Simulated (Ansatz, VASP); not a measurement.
**AlSe4: VASP beside Ansatz**

The input INCAR:

```
SYSTEM = AlSe4
PREC = Accurate
ENCUT = 520
EDIFF = 1E-6
ISMEAR = 0
SIGMA = 0.1
LREAL = .FALSE.
LASPH = .TRUE.
NELM = 100
ALGO = Normal
ISIF = 2
LWAVE = .FALSE.
LCHARG = .FALSE.
GGA = PE
NBANDS = 22
```

Contents of KPOINTS:

```
regular mesh
0
G
  4 4 4
  0 0 0
```

Contents of POSCAR:

```
AlSe4
1.0
   -3.1409747400      3.1409747400      3.3263406300
    3.1409747400     -3.1409747400      3.3263406300
    3.1409747400      3.1409747400     -3.3263406300
Al Se
1 4
Direct
    0.0000000000      0.0000000000      0.0000000000
    0.5298053300      0.4701946700      0.5000000000
    0.9701946700      0.0298053300      0.5000000000
    0.0298053300      0.5298053300      0.0596106600
    0.4701946700      0.9701946700      0.9403893400
```

Input for Ansatz:

```yaml
crystal:
  lattice:
    - [-3.14097474, 3.14097474, 3.32634063]
    - [3.14097474, -3.14097474, 3.32634063]
    - [3.14097474, 3.14097474, -3.32634063]
  atoms:
    - { symbol: Al, position: [0.0, 0.0, 0.0] }
    - { symbol: Se, position: [0.52980533, 0.47019467, 0.5] }
    - { symbol: Se, position: [0.97019467, 0.02980533, 0.5] }
    - { symbol: Se, position: [0.02980533, 0.52980533, 0.05961066] }
    - { symbol: Se, position: [0.47019467, 0.97019467, 0.94038934] }
basis:
  ecutwfc: 420
kpoints:
  mp_grid: { grid: [4, 4, 4] }
hamiltonian:
  xc: pbe
scf:
  occupations: { method: gaussian, width: 0.1 }
  lower_state_search: "off"
output:
  forces: true
  stress: true
  eigenvalues: true
```

Alike in both runs: task single point; functional PBE; k mesh 4 × 4 × 4; occupations gaussian, width 0.1 eV; no spin polarisation.

|  | VASP | Ansatz |
| --- | --- | --- |
| version | VASP 6.6.1 | Ansatz 0.2.0 |
| potentials or method | VASP PAW PBE potentials, release 64 (Al, Se) | scalar-relativistic, plane waves, PAW |
| plane-wave cutoff (eV) | 520 | 420 |
| valence electrons in the cell | 27 | 67 |

```tsv
	VASP	Ansatz	Ansatz less VASP
gap on the k mesh at the Fermi level (eV)	none	none	-
pressure (GPa)	-5.7	-5.7	-0.01
largest component of the traceless stress (GPa)	3.65	3.65	-0.007
rms of the force components (eV/Å)	0.167	0.167	-0.0003
```

Atom by atom the forces differ by 0.000 eV/Å (rms over components). A gap of «none» marks a metal or a gap that the smearing closes. The two sets of potentials don't hold the same shells in valence.
